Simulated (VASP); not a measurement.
Given:

```yaml
crystal:
  lattice:
    - [-2.04055, 2.90610, 3.43041]
    - [2.04055, -2.90610, 3.43041]
    - [2.04055, 2.90610, -3.43041]
  atoms:
    - { symbol: Rb, position: [0.25479, 0.25479, 0.00000] }
    - { symbol: Rb, position: [0.74521, 0.74521, 0.00000] }
    - { symbol: O, position: [0.62763, 0.00000, 0.62763] }
    - { symbol: O, position: [0.37237, 0.00000, 0.37237] }
```

These are LDA (Ceperley-Alder, Perdew-Zunger), VASP's LDA PAW potentials (set 64) (plane waves; VASP) values and carry that method's errors. Settings: 520 eV cut-off, 12×12×12 Γ-centred mesh, Gaussian smearing of 0.010 eV, potentials Rb_sv O.

Q: Predict the energy per atom (σ→0).

A: 
```yaml
energy per atom (σ→0): -4.486 eV/atom
```

The absolute energy has meaning only against runs of the same code, potentials and settings.

The structure comes from a computed database's Rb2O2 entry (Immm); how it stands against other phases isn't given here. It was relaxed first, which changed the volume by -8 %.
